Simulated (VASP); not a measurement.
Here is the system:

```xyz
4
Lattice="3.5061 0.0000 0.0000 0.0000 3.5061 0.0000 0.0000 0.0000 3.5061" Properties=species:S:1:pos:R:3 pbc="T T T"
Al     0.0000     0.0000     0.0000
Ni     0.0000     1.7531     1.7531
Ni     1.7531     0.0000     1.7531
Ni     1.7531     1.7531     0.0000
```
Starting moments (μB, in the order of the record's atoms Al Ni Ni Ni): 0.0 0.3 0.3 0.3.

These are SCAN meta-GGA, VASP's PBE PAW potentials (set 64) (plane waves; VASP 6.6.1) values and carry that method's errors. Numerical set-up: 520 eV cut-off, 9×9×9 Γ-centred mesh, first-order Methfessel-Paxton smearing of 0.10 eV, potentials Al Ni.

Predict the cell moment, energy per atom (σ→0), band gap (on the k-mesh) with the smallest direct gap where there is one.

```json
{
  "band gap (on the k-mesh)": "none (metal, semimetal or under 0.01 eV)",
  "cell_moment": "0.92 μB",
  "energy per atom (σ→0)": "-14.519 eV/atom"
}
```

Give the moment on each site (PAW-sphere projection).

```csv
site,moment (μB)
Al1,-0.01
Ni2,0.34
Ni3,0.34
Ni4,0.34
```

The compound is Ni3Al in the L1_2 structure. It was relaxed first, which changed the volume by -5 %.
